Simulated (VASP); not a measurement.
OSZICAR of a VASP run on Be3CdS4 (ordered alloy cell):

**OSZICAR**
```
       N       E                     dE             d eps       ncg     rms          rms(c)
DAV:   1     0.204916836656E+03    0.20492E+03   -0.16808E+04  1732   0.116E+03
DAV:   2    -0.231008487457E+02   -0.22802E+03   -0.22366E+03  2086   0.270E+02
DAV:   3    -0.386457514555E+02   -0.15545E+02   -0.15499E+02  2176   0.766E+01
DAV:   4    -0.388899341188E+02   -0.24418E+00   -0.24386E+00  2264   0.103E+01
DAV:   5    -0.388941687850E+02   -0.42347E-02   -0.42327E-02  2268   0.137E+00    0.136E+01
DAV:   6    -0.376871851216E+02    0.12070E+01   -0.25854E+00  2374   0.225E+01    0.105E+01
DAV:   7    -0.375891041371E+02    0.98081E-01   -0.17698E+00  2072   0.755E+00    0.439E+00
DAV:   8    -0.375714188552E+02    0.17685E-01   -0.31887E-01  2146   0.617E+00    0.122E+00
DAV:   9    -0.375698464735E+02    0.15724E-02   -0.42854E-02  2158   0.262E+00    0.258E-01
DAV:  10    -0.375696606393E+02    0.18583E-03   -0.31448E-03  2192   0.460E-01    0.142E-01
DAV:  11    -0.375697011703E+02   -0.40531E-04   -0.41403E-04  2164   0.135E-01    0.101E-01
DAV:  12    -0.375697570717E+02   -0.55901E-04   -0.16553E-04  2162   0.124E-01    0.437E-02
DAV:  13    -0.375697617782E+02   -0.47065E-05   -0.67971E-05  1978   0.604E-02    0.253E-02
DAV:  14    -0.375697613841E+02    0.39407E-06   -0.40974E-06  2282   0.127E-02    0.220E-02
DAV:  15    -0.375697618947E+02   -0.51061E-06   -0.10022E-06  2084   0.897E-03    0.978E-03
DAV:  16    -0.375697620556E+02   -0.16090E-06   -0.14042E-06  2006   0.734E-03    0.276E-03
DAV:  17    -0.375697620601E+02   -0.45093E-08   -0.12160E-07  1194   0.223E-03
   1 F= -.37569762E+02 E0= -.37569762E+02  d E =0.000000E+00
```

Which electronic solver shows in the log?

It is blocked Davidson (ALGO = Normal, or the opening steps of other solvers). The INCAR had ALGO = Normal.

Can the final energy be trusted as converged?

The run converged. It stopped with EDIFF = 1E-7, NELM = 100 (PBEsol GGA, plane waves, VASP's PBE PAW potentials (set 64)).

The structure was generated: Be3CdS4 was put into an ordered model structure (Amm2), which need not be its known phase. It was relaxed first.
